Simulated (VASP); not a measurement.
Calculation: PBEsol GGA, VASP's PBE PAW potentials (set 64) (plane waves; VASP).

A VASP calculation is set up with these files.

**INCAR**
```
! general
SYSTEM  = Re
PREC    = Accurate
ENCUT   = 500   ! plane-wave cut-off (eV)
LREAL   = .False.   ! projection in real space or not
LASPH   = .True.   ! aspherical one-centre terms

! electronic loop
EDIFF   = 1E-6   ! SCF stop (eV)
NELM    = 100   ! most electronic steps
ALGO    = Normal
LMAXMIX = 6   ! l cut-off of mixed one-centre charges

! smearing
ISMEAR  = 1   ! Methfessel-Paxton
SIGMA   = 0.1   ! width (eV)

! functional
GGA     = PS

! ions
IBRION  = 2
NSW     = 40   ! most ionic steps
ISIF    = 3
EDIFFG  = -0.02   ! ionic stop

! output
LWAVE   = .False.
LCHARG  = .False.
```

File KPOINTS:
```
Automatic mesh
0
Gamma
15 15 8
0 0 0
```

### POSCAR
```
Re
1.0
  1.3746384860  -2.3809435866   0.0000000000
  1.3746384860   2.3809435866   0.0000000000
  0.0000000000   0.0000000000   4.4480093880
Re
2
Cartesian
  1.3746384860   0.7936494495   1.1120023470
  1.3746384860  -0.7936494495   3.3360070410
```

POTCAR, in this order: Re (PBE.64 set). Program: vasp_std.

Unless said otherwise, spin-orbit coupling is left out, though it shifts the bands of the heavy elements here.

What does the run give for the energy per atom (σ→0), volume per atom, band gap (on the k-mesh)?

```
Property                                                    Result
------------------------  ----------------------------------------
energy per atom (σ→0)                          -1290.0 kJ/mol-atom
band gap (on the k-mesh)  none (metal, semimetal or under 0.01 eV)
volume per atom                                      14.55 Å³/atom
```

### OSZICAR
```
...
DAV:   4    -0.267390372503E+02   -0.27673E-06   -0.37893E-06  3797   0.210E-02
   2 F= -.26739037E+02 E0= -.26739272E+02  d E =0.463524E-04
       N       E                     dE             d eps       ncg     rms          rms(c)
DAV:   1    -0.267392556962E+02   -0.21872E-03   -0.11194E-02  4488   0.400E+00    0.119E-01
DAV:   2    -0.267391640237E+02    0.91673E-04   -0.13657E-04  5295   0.180E-01    0.460E-02
DAV:   3    -0.267391358822E+02    0.28141E-04   -0.55355E-05  5708   0.131E-01    0.115E-02
DAV:   4    -0.267391357681E+02    0.11404E-06   -0.75159E-07  2331   0.119E-02
   3 F= -.26739136E+02 E0= -.26739377E+02  d E =-.521654E-04
```

The compound is Re in the hcp structure. This run relaxes it. Symmetry was kept, so distortions that lower it aren't found.
